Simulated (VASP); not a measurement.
# A point defect in a supercell of NbSi2, part 2 of 4

Aim: the formation energy and local structure of a point defect in NbSi2. The start is a cell from a database of measured crystal structures.

VASP 6.6.1, plane waves and PAW; the level of theory is named at each step.

So far. Step 2 (Relaxing the host crystal): The run ended after 6 ionic steps, 0.014 eV below its first step, once forces and stress met EDIFFG = -0.03.

## 3. The supercell without the defect

Level of this step: r2SCAN; plane waves and PAW (Nb_pv, Si) (VASP).

System of this step: NbSi2. It takes space group P6_222 (No. 180, hexagonal). Conventional cell: a = 4.804 Å, b = 4.804 Å, c = 6.598 Å, α = 90.00°, β = 90.00°, γ = 120.00°. Nearest to Nb lie 10 Si at 2.62 to 2.84 Å. Nb has 10 Si at 2.62 to 2.84 Å nearest. Nearest to Si lie 5 Si at 2.56 to 2.85 Å and 5 Nb at 2.62 to 2.84 Å. Nearest to Si lie 5 Si at 2.56 to 2.85 Å and 5 Nb at 2.62 to 2.84 Å. Farther neighbours are not listed.

The same cell, mesh and cutoff without the defect give the energy to subtract and, in a gapped host, the band edges to count from, so that most errors cancel.

Input file INCAR:

```
SYSTEM = NbSi2
PREC = Normal
ENCUT = 400
EDIFF = 1E-05
NELM = 120
ISMEAR = 1
SIGMA = 0.2
LREAL = Auto
ALGO = Normal
METAGGA = R2SCAN
LASPH = .TRUE.
NBANDS = 140
LORBIT = 11
LWAVE = .FALSE.
LCHARG = .FALSE.
KPAR = 4
```

Input file POSCAR:

```
NbSi2
1.0
   -7.2055364781      4.1601184252      6.5983694546
    7.2055364781     -4.1601184252      6.5983694546
    2.4018454927      4.1601184252     -6.5983694546
Nb Si
12 24
Direct
    0.3333333333      0.0833333333      0.2500000000
    0.8333333334      0.5833333334      0.2500000000
    0.8333333333      0.0833333333      0.7500000000
    0.3333333333      0.5833333333      0.7500000000
    0.6666666666      0.6666666666      0.5000000000
    0.1666666666      0.1666666666      0.5000000000
    0.1666666666      0.6666666666      0.0000000000
    0.6666666666      0.1666666666      0.0000000000
    0.2500000000      0.5000000000      0.2500000000
    0.7500000000      0.0000000000      0.2500000000
    0.7500000000      0.5000000000      0.7500000000
    0.2500000000      0.0000000000      0.7500000000
    0.1623807326      0.2414281318      0.2371421977
    0.6623807326      0.7414281318      0.2371421977
    0.6623807326      0.2414281318      0.7371421977
    0.1623807326      0.7414281318      0.7371421977
    0.8376192674      0.4957140659      0.5000000000
    0.3376192674      0.9957140659      0.5000000000
    0.3376192674      0.4957140659      0.0000000000
    0.8376192674      0.9957140659      0.0000000000
    0.5919052015      0.6709526008      0.7628578023
    0.0919052016      0.1709526008      0.7628578023
    0.0919052015      0.6709526007      0.2628578023
    0.5919052016      0.1709526008      0.2628578023
    0.5042859341      0.4252385349      0.7628578023
    0.0042859341      0.9252385349      0.7628578023
    0.0042859341      0.4252385349      0.2628578023
    0.5042859341      0.9252385349      0.2628578023
    0.4957140659      0.8376192674      0.5000000000
    0.9957140659      0.3376192674      0.5000000000
    0.9957140659      0.8376192674      0.0000000000
    0.4957140659      0.3376192674      0.0000000000
    0.4080947985      0.3290473993      0.2371421977
    0.9080947984      0.8290473992      0.2371421977
    0.9080947984      0.3290473992      0.7371421977
    0.4080947984      0.8290473992      0.7371421977
```

Input file KPOINTS:

```
Automatic mesh
0
Gamma
5 5 5
0 0 0
```

The projector-augmented-wave data sets are Nb_pv and Si (PBE family, release 64).

Run with:

```sh
> mpirun -np 4 vasp_std
```

Output:

```text
[banner, memory and clock lines left out]
running    4 mpi-ranks, on    1 nodes
 distrk:  each k-point on    1 cores,    4 groups
 distr:  one band on    1 cores,    1 groups

 POSCAR found type information on POSCAR NbSi
 POSCAR found :  2 types and      36 ions
 [... a notice as in an earlier step ...]

 LDA part: xc-table for (None), standard interpolation
 POSCAR, INCAR and KPOINTS ok, starting setup
 FFT: planning ... GRIDC
 FFT: planning ... GRID_SOFT
 FFT: planning ... GRID
 WAVECAR not read
 entering main loop
       N       E                     dE             d eps       ncg     rms          rms(c)
DAV:   1     0.192261577581E+04    0.19226E+04   -0.89199E+04  7592   0.135E+03
DAV:   2    -0.351222535975E+03   -0.22738E+04   -0.22001E+04  8632   0.655E+02
DAV:   3    -0.562884378624E+03   -0.21166E+03   -0.20003E+03 12664   0.157E+02
DAV:   4    -0.577424269356E+03   -0.14540E+02   -0.13955E+02 12280   0.417E+01
DAV:   5    -0.578025232193E+03   -0.60096E+00   -0.58881E+00 12360   0.815E+00    0.110E+02
DAV:   6    -0.526164613209E+03    0.51861E+02   -0.54444E+01 12376   0.347E+01    0.355E+01
DAV:   7    -0.525965838463E+03    0.19877E+00   -0.23771E+00 11288   0.630E+00    0.153E+01
DAV:   8    -0.525975995971E+03   -0.10158E-01   -0.31018E-01 10952   0.254E+00    0.182E+00
DAV:   9    -0.525981747027E+03   -0.57511E-02   -0.27192E-02 11624   0.560E-01    0.601E-01
DAV:  10    -0.525984076873E+03   -0.23298E-02   -0.74744E-03 11232   0.284E-01    0.154E-01
DAV:  11    -0.525984250843E+03   -0.17397E-03   -0.47966E-04 10632   0.901E-02    0.753E-02
DAV:  12    -0.525984301310E+03   -0.50467E-04   -0.44165E-05  7720   0.388E-02    0.435E-02
DAV:  13    -0.525984351229E+03   -0.49918E-04   -0.14948E-04  9480   0.425E-02    0.161E-02
DAV:  14    -0.525984347446E+03    0.37829E-05   -0.65595E-06  5552   0.197E-02
   1 F= -.52598435E+03 E0= -.52598456E+03  d E =0.631640E-03
```

Run time: 22 min. Hardware: 4 MPI ranks of AMD EPYC 7R43, shared host; peak memory 3.5 GiB.

OUTCAR, selected parts (step 3):

```text
  LATTYP: Found a face centered orthorhombic cell.
 ALAT       =     9.6073819706
 B/A-ratio  =     1.3736040630
 C/A-ratio  =     1.7320508076

 Subroutine GETGRP returns: Found  4 space group operations
 (whereof  2 operations were pure point group operations)

The static configuration has the point symmetry C_2 .
 The point group associated with its full space group is D_2 .

 Found     27 irreducible k-points:

   k-points           NKPTS =     27   k-points in BZ     NKDIM =     27   number of bands    NBANDS=    140

   dimension x,y,z NGX =    54 NGY =   54 NGZ =   40
   dimension x,y,z NGXF=   108 NGYF=  108 NGZF=   80

   ENCUT  =  400.0 eV  29.40 Ry    5.42 a.u.  17.32 17.32 13.31*2*pi/ulx,y,z

   NELECT =     228.0000    total number of electrons

 E-fermi :   8.8465

 k-point     1 :       0.0000    0.0000    0.0000
  band No.  band energies     occupation
    ...
    112       8.2027      2.00005
    113       8.5436      2.05397
    114       8.5436      2.05397
    115       8.7211      1.86346
    116       8.7937      1.43016
    117       9.6740     -0.00000
    118       9.7479     -0.00000
    119      10.1490     -0.00000
    120      10.3616     -0.00000
    121      10.3616     -0.00000
    ...

 k-point     2 :       0.2000    0.0000    0.0000
  band No.  band energies     occupation
    ...
    112       8.2286      2.00011
    113       8.6158      2.06920
    114       8.6233      2.06672
    115       8.7194      1.87059
    116       8.8328      1.11562
    117       9.5152     -0.00002
    118       9.7982     -0.00000
    119       9.9264     -0.00000
    120      10.1358     -0.00000
    121      10.3399     -0.00000
    ...

  Total        0.3863336      0.3594730     -1.6186104     -0.0232620      0.0000000     -0.0000000
  in kB        1.1735342      1.0919417     -4.9167208     -0.0706612      0.0000000     -0.0000000
  external PRESSURE =      -0.8837483 kB  Pullay stress =       0.0000000 kB

  energy-cutoff  :      400.00
  volume of cell :      527.45
      direct lattice vectors                 reciprocal lattice vectors
    -7.205536478  4.160118425  6.598369455     0.000000000  0.120188886  0.075776296
     7.205536478 -4.160118425  6.598369455     0.104086629  0.060094443  0.075776296
     2.401845493  4.160118425 -6.598369455     0.104086629  0.180283329  0.000000000

 POSITION                                       TOTAL-FORCE (eV/Angst)
 -----------------------------------------------------------------------------------
     -1.20092      2.08006      1.09973         0.000000     -0.000000      0.001293
     -1.20092      2.08006      7.69810         0.000000     -0.000000      0.001293
     -3.60277      6.24018      1.09973         0.000000     -0.000000      0.001293
      3.60277      2.08006      1.09973         0.000000     -0.000000      0.001293
      1.20092      2.08006      5.49864         0.000000     -0.000000     -0.000000
      1.20092      2.08006     -1.09973         0.000000     -0.000000     -0.000000
      3.60277     -2.08006      5.49864         0.000000     -0.000000     -0.000000
     -3.60277      2.08006      5.49864         0.000000     -0.000000     -0.000000
      2.40185      0.00000      3.29918         0.000000     -0.000000     -0.001293
     -4.80369      4.16012      3.29918         0.000000     -0.000000     -0.001293
      0.00000      4.16012      3.29918         0.000000     -0.000000     -0.001293
      0.00000      4.16012     -3.29918         0.000000     -0.000000     -0.001293
      1.13916      0.65769      1.09973         0.002144      0.003678      0.001522
      1.13916      0.65769      7.69810         0.002144      0.003678      0.001522
     -1.26269      4.81781      1.09973         0.002144      0.003678      0.001522
      5.94285      0.65769      1.09973         0.002144      0.003678      0.001522
     -1.26269      3.50243      5.49864         0.009063     -0.005232     -0.000000
      5.94285     -0.65769      5.49864         0.009063     -0.005232     -0.000000
      1.13916     -0.65769      5.49864         0.009063     -0.005232     -0.000000
      1.13916     -0.65769     12.09701         0.009063     -0.005232      0.000000
      2.40185      2.84473      3.29918        -0.002114     -0.003696     -0.001522
      2.40185      2.84473     -3.29918        -0.002114     -0.003696     -0.001522
      4.80369     -1.31539      3.29918        -0.002114     -0.003696     -0.001522
     -2.40185      2.84473      3.29918        -0.002114     -0.003696     -0.001522
      1.26269      3.50243      1.09973        -0.002144     -0.003678      0.001522
      8.46822     -0.65769      1.09973        -0.002144     -0.003678      0.001522
      3.66453     -0.65769      1.09973        -0.002144     -0.003678      0.001522
      3.66453     -0.65769      7.69810        -0.002144     -0.003678      0.001522
      3.66453      0.65769      5.49864        -0.009063      0.005232      0.000000
     -3.54100      4.81781      5.49864        -0.009063      0.005232     -0.000000
     -1.13916      0.65769     12.09701        -0.009063      0.005232     -0.000000
     -1.13916      0.65769      5.49864        -0.009063      0.005232     -0.000000
      0.00000      1.31539      3.29918         0.002114      0.003696     -0.001522
      0.00000      1.31539      9.89755         0.002114      0.003696     -0.001522
     -2.40185      5.47550      3.29918         0.002114      0.003696     -0.001522
      4.80369      1.31539      3.29918         0.002114      0.003696     -0.001522
 -----------------------------------------------------------------------------------
    total drift:                                0.003174     -0.001833      0.000000

  FREE ENERGIE OF THE ION-ELECTRON SYSTEM (eV)
  ---------------------------------------------------
  free  energy   TOTEN  =      -525.9843474459 eV

  energy  without entropy=     -525.9849790855  energy(sigma->0) =     -525.98455799

 total charge
# of ion       s       p       d       tot
------------------------------------------
    1        0.330   6.389   3.282  10.001
    2        0.330   6.389   3.282  10.001
    3        0.330   6.389   3.282  10.001
    4        0.330   6.389   3.282  10.001
    5        0.330   6.388   3.282  10.001
    6        0.330   6.388   3.282  10.001
    7        0.330   6.388   3.282  10.001
    8        0.330   6.388   3.282  10.001
    9        0.330   6.389   3.282  10.001
   10        0.330   6.389   3.282  10.001
   11        0.330   6.389   3.282  10.001
   12        0.330   6.389   3.282  10.001
   13        0.748   0.884   0.000   1.632
   14        0.748   0.884   0.000   1.632
   15        0.748   0.884   0.000   1.632
   16        0.748   0.884   0.000   1.632
   17        0.748   0.884   0.000   1.632
   18        0.748   0.884   0.000   1.632
   19        0.748   0.884   0.000   1.632
   20        0.748   0.884   0.000   1.632
   21        0.748   0.884   0.000   1.632
   22        0.748   0.884   0.000   1.632
   23        0.748   0.884   0.000   1.632
   24        0.748   0.884   0.000   1.632
   25        0.748   0.884   0.000   1.632
   26        0.748   0.884   0.000   1.632
   27        0.748   0.884   0.000   1.632
   28        0.748   0.884   0.000   1.632
   29        0.748   0.884   0.000   1.632
   30        0.748   0.884   0.000   1.632
   31        0.748   0.884   0.000   1.632
   32        0.748   0.884   0.000   1.632
   33        0.748   0.884   0.000   1.632
   34        0.748   0.884   0.000   1.632
   35        0.748   0.884   0.000   1.632
   36        0.748   0.884   0.000   1.632
--------------------------------------------------
tot         21.914  97.868  39.388 159.170

[... 7 further parts left out ...]
```

This step gave:

| Item | Value |
| --- | --- |
| electronic cycles | 14 |
| electrons | 228 |
| free energy (TOTEN) | -525.9843 eV |
| energy at zero smearing | -525.9846 eV |
| Fermi energy | 8.847 eV |

The host is treated as a metal, as its relaxation found a gap under 0.3 eV or none, and only the neutral defect is run.

(Continued in part 3 of 4.)

[Lines on the potential files, build, host, timing and source positions are cut from VASP's logs without a mark.]

[Logs are printed without paths, hosts, clocks, repeated set-up lines and the standing remarks that a program may print on its own settings, such as how far it seeks lower states.]

[Hosts, paths, dates, database ids (printed as entryN), source tags and the programs' standing remarks are cut or masked in the printed files.]

[In band tables of VASP the shares of atoms and orbitals are scaled to a sum of 1 inside the atoms' spheres.]

[Runs that stopped without an error message from VASP are left out.]
